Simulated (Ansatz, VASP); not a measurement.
# TaN in two plane-wave programs

One calculation is typed for both programs; each brings its own data sets. How far apart do they land? The cell is taken from a series of runs on this material, whose earlier steps may have relaxed, scaled, displaced or heated it; both programs get it as it stands.

Program: Ansatz 0.2.0. Level of theory: plane waves, with VASP 6.6.1 beside it; zone-centre phonons at LDA. Results are calculated unless marked as measured.

## 1. Set-up

Symmetry: P-62m, No. 189, hexagonal system. Conventional cell: a = 5.220 Å, b = 5.220 Å, c = 2.909 Å, α = 90.00°, β = 90.00°, γ = 120.00°. Nearest to N lie 5 Ta at 2.05 to 2.17 Å. Nearest to Ta lie 6 N at 2.17 Å. Nearest to Ta lie 3 N at 2.05 Å. Farther neighbours and most contacts between anions are not listed.

## 2. VASP: zone-centre phonons, LDA

Second derivatives magnify differences that forces hide, and they need a tight electronic threshold.

Lines of VASP's logs that name or quote its potential files are left out, and so is its time.

File INCAR:

```
SYSTEM = TaN
PREC = Accurate
ENCUT = 600
EDIFF = 1E-08
NELM = 120
ISMEAR = 1
SIGMA = 0.2
LREAL = .FALSE.
ALGO = Normal
GGA = CA
NBANDS = 30
LASPH = .TRUE.
LORBIT = 11
LWAVE = .FALSE.
LCHARG = .FALSE.
ISIF = 2
IBRION = 8
GGA_COMPAT = .FALSE.
KPAR = 2
```

File POSCAR:

```
TaN
1.0
    5.2198399600      0.0000000000      0.0000000000
   -2.6099199800      4.5205140090      0.0000000000
    0.0000000000      0.0000000000      2.9089354879
N Ta
3 3
Direct
    0.3917903649      0.0000000000      0.0000000000
    0.6082096351      0.6082096351      0.0000000000
    0.0000000000      0.3917903649      0.0000000000
    0.3333333333      0.6666666667      0.5000000000
    0.6666666667      0.3333333333      0.5000000000
    0.0000000000      0.0000000000      0.0000000000
```

File KPOINTS:

```
Automatic mesh
0
Gamma
9 9 12
0 0 0
```

The projector-augmented-wave data sets are N and Ta_pv (LDA family, release 64).

The run is started by

```sh
> mpirun -np 2 vasp_std
```

Numbers of over 12 decimals in the logs are rounded to 6 here.

Output:

```text
[banner, memory and clock lines left out]
running    2 mpi-ranks, on    1 nodes
 distrk:  each k-point on    1 cores,    2 groups
 distr:  one band on    1 cores,    1 groups

 POSCAR found type information on POSCAR N Ta
 POSCAR found :  2 types and       6 ions
 LDA part: xc-table for (Slater(with rela. corr.)+CA(PZ))
 , standard interpolation
 POSCAR, INCAR and KPOINTS ok, starting setup
 FFT: planning ... GRIDC
 FFT: planning ... GRID_SOFT
 FFT: planning ... GRID
 WAVECAR not read
 entering main loop
       N       E                     dE             d eps       ncg     rms          rms(c)
DAV:   1     0.465125792400E+03    0.46513E+03   -0.28669E+04  5040   0.185E+03
DAV:   2    -0.530924809095E+02   -0.51822E+03   -0.49961E+03  5906   0.497E+02
DAV:   3    -0.833465828694E+02   -0.30254E+02   -0.29777E+02  6174   0.111E+02
DAV:   4    -0.839706865237E+02   -0.62410E+00   -0.61976E+00  6272   0.152E+01
DAV:   5    -0.839869454286E+02   -0.16259E-01   -0.16242E-01  6314   0.191E+00    0.425E+01
DAV:   6    -0.744847163638E+02    0.95022E+01   -0.59815E+01  6068   0.408E+01    0.182E+01
DAV:   7    -0.741653129950E+02    0.31940E+00   -0.30110E+00  6078   0.933E+00    0.100E+01
DAV:   8    -0.740839244873E+02    0.81389E-01   -0.34909E-01  6168   0.373E+00    0.922E-01
DAV:   9    -0.740710101140E+02    0.12914E-01   -0.43980E-02  6414   0.141E+00    0.384E-01
DAV:  10    -0.740703090796E+02    0.70103E-03   -0.12082E-02  6264   0.527E-01    0.157E-01
DAV:  11    -0.740700045802E+02    0.30450E-03   -0.33712E-03  6402   0.342E-01    0.560E-02
DAV:  12    -0.740699584135E+02    0.46167E-04   -0.27575E-04  6216   0.930E-02    0.155E-02
DAV:  13    -0.740699591333E+02   -0.71978E-06   -0.17933E-05  6974   0.238E-02    0.420E-03
DAV:  14    -0.740699590939E+02    0.39401E-07   -0.90171E-07  6496   0.613E-03    0.138E-03
DAV:  15    -0.740699590836E+02    0.10316E-07   -0.54239E-08  5628   0.173E-03    0.204E-04
DAV:  16    -0.740699590838E+02   -0.26603E-09   -0.72435E-09  4032   0.542E-04
   1 F= -.74069959E+02 E0= -.74070987E+02  d E =0.308256E-02
 Linear response reoptimize wavefunctions to high precision
DAV:   1    -0.740699590837E+02    0.86402E-10   -0.10340E-09  4020   0.229E-04
DAV:   2    -0.740699590837E+02    0.63665E-11   -0.14378E-10  3948   0.732E-05
 Linear response DOF=           7
 Linear response progress:
  Degree of freedom:   1/  7
       N       E                     dE             d eps       ncg     rms          rms(c)
RMM:   1    -0.249639057137E+00   -0.24964E+00    0.11690E-01 21464   0.236E+00
RMM:   2    -0.241393195488E+00    0.82459E-02   -0.13990E-02 17596   0.476E-01    0.361E-01
RMM:   3    -0.242326482086E+00   -0.93329E-03   -0.30080E-03 18302   0.207E-01    0.217E-01
RMM:   4    -0.243399995605E+00   -0.10735E-02   -0.63469E-04 17366   0.108E-01    0.662E-02
RMM:   5    -0.243730241541E+00   -0.33025E-03   -0.11523E-04 19149   0.432E-02    0.256E-02
RMM:   6    -0.243726081363E+00    0.41602E-05   -0.18211E-05 19682   0.167E-02    0.492E-03
RMM:   7    -0.243700447714E+00    0.25634E-04   -0.32617E-06 18294   0.585E-03    0.116E-03
RMM:   8    -0.243697926801E+00    0.25209E-05   -0.38107E-07 21143   0.197E-03    0.547E-04
RMM:   9    -0.243698858046E+00   -0.93125E-06   -0.99308E-07 20213   0.617E-04    0.247E-04
RMM:  10    -0.243698527614E+00    0.33043E-06    0.77645E-08 20439   0.317E-04    0.654E-05
RMM:  11    -0.243698806986E+00   -0.27937E-06   -0.25664E-07 20475   0.185E-04    0.200E-05
RMM:  12    -0.243698844832E+00   -0.37846E-07   -0.34613E-08 21407   0.131E-04    0.579E-06
RMM:  13    -0.243698853415E+00   -0.85835E-08   -0.14690E-07 21838   0.114E-04    0.211E-06
RMM:  14    -0.243698851053E+00    0.23626E-08   -0.11938E-07 21244   0.107E-04    0.118E-06
[...]
RMM:  20    -0.243698851445E+00    0.17323E-09   -0.12640E-07 18564   0.104E-04    0.227E-07
RMM:  21    -0.243698851422E+00    0.23224E-10   -0.14970E-07 18693   0.104E-04    0.151E-07
RMM:  22    -0.243698851671E+00   -0.24903E-09   -0.12569E-07 18728   0.104E-04    0.209E-07
RMM:  23    -0.243698851483E+00    0.18791E-09   -0.16360E-07 18848   0.104E-04    0.145E-07
RMM:  24    -0.243698851390E+00    0.93458E-10   -0.12992E-07 18846   0.104E-04    0.198E-07
RMM:  25    -0.243698851516E+00   -0.12576E-09   -0.15754E-07 18965   0.104E-04    0.143E-07
RMM:  26    -0.243698851448E+00    0.67354E-10   -0.12296E-07 18955   0.104E-04    0.187E-07
RMM:  27    -0.243698851634E+00   -0.18571E-09   -0.16069E-07 18995   0.104E-04    0.140E-07
[...]
RMM:  11    -0.228700408052E+00    0.11621E-06   -0.42794E-08 30294   0.131E-04    0.131E-05
RMM:  12    -0.228700487890E+00   -0.79839E-07   -0.48622E-08 33408   0.104E-04    0.367E-06
RMM:  13    -0.228700479053E+00    0.88375E-08    0.18557E-08 33973   0.938E-05    0.244E-06
 first order change of Fermi-energy  -0.13197E-03
 force on displaced ion       1 direction 3 :   0.000   0.000 -15.661
 Linear response progress:
  Degree of freedom:   4/  7
       N       E                     dE             d eps       ncg     rms          rms(c)
RMM:   1    -0.174949698636E+00   -0.17495E+00    0.11133E+01 17597   0.201E+01
RMM:   2    -0.204602010786E+00   -0.29652E-01   -0.48325E-02 28190   0.134E+00    0.181E-01
RMM:   3    -0.204154476633E+00    0.44753E-03   -0.80025E-03 30514   0.317E-01    0.104E-01
[...]
first order change of Fermi-energy  -0.38647E-03
 force on displaced ion       4 direction 1 : -25.279  -0.004   0.000
 Linear response progress:
  Degree of freedom:   5/  7
       N       E                     dE             d eps       ncg     rms          rms(c)
RMM:   1    -0.142694829819E+00   -0.14269E+00    0.10433E+01 10765   0.194E+01
RMM:   2    -0.168772124242E+00   -0.26077E-01   -0.39153E-02 16886   0.122E+00    0.132E-01
RMM:   3    -0.168230807716E+00    0.54132E-03   -0.70261E-03 18735   0.309E-01    0.719E-02
RMM:   4    -0.167695878364E+00    0.53493E-03   -0.92395E-04 21589   0.116E-01    0.267E-02
RMM:   5    -0.167517561873E+00    0.17832E-03   -0.76472E-05 20590   0.276E-02    0.709E-03
RMM:   6    -0.167470031081E+00    0.47531E-04   -0.35629E-05 21173   0.105E-02    0.133E-03
RMM:   7    -0.167470097535E+00   -0.66454E-07   -0.24997E-05 20772   0.438E-03    0.488E-04
RMM:   8    -0.167470198554E+00   -0.10102E-06   -0.17378E-05 21412   0.203E-03    0.232E-04
RMM:   9    -0.167470917862E+00   -0.71931E-06   -0.10201E-05 22285   0.112E-03    0.703E-05
RMM:  10    -0.167471386587E+00   -0.46872E-06   -0.66782E-06 20193   0.680E-04    0.283E-05
RMM:  11    -0.167471584532E+00   -0.19795E-06   -0.46367E-06 21515   0.459E-04    0.179E-05
RMM:  12    -0.167471603266E+00   -0.18734E-07   -0.30216E-06 22735   0.326E-04    0.641E-06
RMM:  13    -0.167471620349E+00   -0.17083E-07   -0.21836E-06 22525   0.259E-04    0.383E-06
RMM:  14    -0.167471614861E+00    0.54882E-08   -0.14579E-06 22265   0.216E-04    0.215E-06
RMM:  15    -0.167471642680E+00   -0.27819E-07   -0.11084E-06 22599   0.189E-04    0.244E-06
RMM:  16    -0.167471581384E+00    0.61296E-07   -0.73569E-07 22302   0.172E-04    0.470E-06
RMM:  17    -0.167471579138E+00    0.22464E-08   -0.57870E-07 22698   0.158E-04    0.645E-06
RMM:  18    -0.167471576231E+00    0.29065E-08   -0.38781E-07 22470   0.150E-04    0.569E-06
RMM:  19    -0.167471574649E+00    0.15825E-08   -0.31232E-07 21580   0.144E-04    0.685E-06
RMM:  20    -0.167471574150E+00    0.49867E-09   -0.20051E-07 23071   0.141E-04    0.596E-06
 first order change of Fermi-energy   0.22488E-03
 force on displaced ion       4 direction 3 :  -0.000   0.000 -20.270
 Linear response progress:
  Degree of freedom:   6/  7
       N       E                     dE             d eps       ncg     rms          rms(c)
RMM:   1    -0.177873510730E+00   -0.17787E+00    0.10731E+01 10827   0.185E+01
RMM:   2    -0.209505302585E+00   -0.31632E-01   -0.51832E-02 16625   0.124E+00    0.281E-01
RMM:   3    -0.209201040626E+00    0.30426E-03   -0.94857E-03 18972   0.289E-01    0.166E-01
RMM:   4    -0.208822076427E+00    0.37896E-03   -0.97603E-04 19473   0.122E-01    0.665E-02
RMM:   5    -0.208689940659E+00    0.13214E-03   -0.13810E-04 20575   0.411E-02    0.257E-02
RMM:   6    -0.208633262939E+00    0.56678E-04   -0.31655E-05 20407   0.180E-02    0.444E-03
RMM:   7    -0.208630461594E+00    0.28013E-05   -0.13171E-05 20483   0.103E-02    0.213E-03
RMM:   8    -0.208631080368E+00   -0.61877E-06   -0.66912E-06 20180   0.491E-03    0.685E-04
RMM:   9    -0.208633449622E+00   -0.23693E-05   -0.21478E-06 21071   0.240E-03    0.446E-04
RMM:  10    -0.208634219614E+00   -0.76999E-06   -0.16382E-06 19991   0.148E-03    0.193E-04
RMM:  11    -0.208634759531E+00   -0.53992E-06   -0.81279E-07 21909   0.804E-04    0.188E-04
RMM:  12    -0.208635058556E+00   -0.29902E-06   -0.10472E-06 19983   0.655E-04    0.205E-05
RMM:  13    -0.208635042769E+00    0.15787E-07   -0.38907E-07 21534   0.404E-04    0.191E-05
RMM:  14    -0.208635202539E+00   -0.15977E-06   -0.66841E-07 21974   0.308E-04    0.107E-05
[...]
RMM:  20    -0.208635335537E+00   -0.11081E-07   -0.19214E-07 23483   0.167E-04    0.513E-07
RMM:  21    -0.208635338156E+00   -0.26185E-08   -0.19376E-07 23142   0.163E-04    0.273E-07
RMM:  22    -0.208635336743E+00    0.14124E-08   -0.16855E-07 21554   0.160E-04    0.339E-07
RMM:  23    -0.208635336340E+00    0.40321E-09   -0.18990E-07 21615   0.158E-04    0.877E-07
RMM:  24    -0.208635331442E+00    0.48978E-08   -0.15074E-07 22072   0.157E-04    0.125E-06
RMM:  25    -0.208635334167E+00   -0.27246E-08   -0.17708E-07 21650   0.156E-04    0.141E-06
RMM:  26    -0.208635331310E+00    0.28569E-08   -0.15245E-07 21609   0.156E-04    0.140E-06
RMM:  27    -0.208635335148E+00   -0.38380E-08   -0.16969E-07 21903   0.155E-04    0.134E-06
 first order change of Fermi-energy  -0.36339E-03
 force on displaced ion       6 direction 1 : -26.035   0.000   0.000
 Linear response progress:
  Degree of freedom:   7/  7
       N       E                     dE             d eps       ncg     rms          rms(c)
RMM:   1    -0.127353594062E+00   -0.12735E+00    0.13004E+01  8090   0.165E+01
RMM:   2    -0.152780508965E+00   -0.25427E-01   -0.34589E-02 11051   0.997E-01    0.142E-01
RMM:   3    -0.151516141644E+00    0.12644E-02   -0.46914E-03 12651   0.243E-01    0.699E-02
RMM:   4    -0.150637950055E+00    0.87819E-03   -0.73652E-04 13750   0.104E-01    0.323E-02
RMM:   5    -0.150275128746E+00    0.36282E-03   -0.58692E-05 14349   0.294E-02    0.253E-03
RMM:   6    -0.150299211791E+00   -0.24083E-04   -0.84450E-06 13954   0.903E-03    0.124E-03
RMM:   7    -0.150303203650E+00   -0.39919E-05   -0.25536E-06 14911   0.303E-03    0.590E-04
RMM:   8    -0.150308295022E+00   -0.50914E-05   -0.13138E-06 14658   0.134E-03    0.631E-05
RMM:   9    -0.150308546953E+00   -0.25193E-06   -0.10624E-06 14927   0.698E-04    0.344E-05
RMM:  10    -0.150308723387E+00   -0.17643E-06   -0.62627E-07 15388   0.431E-04    0.256E-05
RMM:  11    -0.150308762499E+00   -0.39112E-07   -0.34248E-07 15580   0.299E-04    0.282E-05
RMM:  12    -0.150308705214E+00    0.57285E-07   -0.22598E-07 14954   0.231E-04    0.382E-05
RMM:  13    -0.150309136218E+00   -0.43100E-06   -0.15016E-07 13839   0.219E-04    0.540E-06
RMM:  14    -0.150309222096E+00   -0.85878E-07   -0.11330E-07 15789   0.170E-04    0.990E-06
RMM:  15    -0.150309207387E+00    0.14709E-07   -0.75661E-08 15014   0.146E-04    0.795E-06
RMM:  16    -0.150309175010E+00    0.32377E-07   -0.56586E-08 15295   0.137E-04    0.421E-06
RMM:  17    -0.150309138350E+00    0.36661E-07   -0.43627E-08 15570   0.130E-04    0.705E-07
RMM:  18    -0.150309140247E+00   -0.18972E-08   -0.40162E-08 14981   0.125E-04    0.424E-07
 first order change of Fermi-energy   0.55727E-03
 force on displaced ion       6 direction 3 :   0.000  -0.000 -11.506
 Linear response finished
```

[end of part 1 of 2]

[Lines on the potential files, build, host, timing and source positions are cut from VASP's logs without a mark.]

[Logs are printed without paths, hosts, clocks, repeated set-up lines and the standing remarks that a program may print on its own settings, such as how far it seeks lower states.]

[Hosts, paths, dates, database ids (printed as entryN), source tags and the programs' standing remarks are cut or masked in the printed files.]
